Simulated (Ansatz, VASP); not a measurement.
# Two plane-wave programs on Zn3C

```xyz
4
Lattice="3.7064 0.0000 0.0000 0.0000 3.7064 0.0000 0.0000 0.0000 3.7064" Properties=species:S:1:pos:R:3 pbc="T T T"
Zn    0.0000    1.8532    1.8532
Zn    1.8532    1.8532    0.0000
Zn    1.8532    0.0000    1.8532
C     0.0000    0.0000    0.0000
```

Change from the starting cell: species swapped into the HoAl3 type (Pm-3m, No. 221).

Alike in both runs: functional PBE; k mesh 4 × 4 × 4; occupations gaussian, width 0.1 eV; no spin polarisation.

Ansatz relaxed the structure, and its values are those at the end. VASP's run is a single point on that final structure, the one shown.

|  | VASP | Ansatz |
| --- | --- | --- |
| version | VASP 6.6.1 | Ansatz 0.2.0 |
| potentials or method | VASP PAW PBE potentials, release 64 (Zn, C) | scalar-relativistic, plane waves, PAW |
| plane-wave cutoff (eV) | 520 | 420 |
| valence electrons in the cell | 40 | 40 |

```csv
,VASP,Ansatz,Ansatz less VASP
gap on the k mesh at the Fermi level (eV),none,none,-
pressure (GPa),0.3,-0.1,-0.40
```

A gap of «none» marks a metal or a gap that the smearing closes. With one functional, cell and mesh, what is left measures potentials, basis and numerics.

Caveats: the k mesh is coarse (spacing up to 0.42 Å⁻¹), so the values aren't converged.
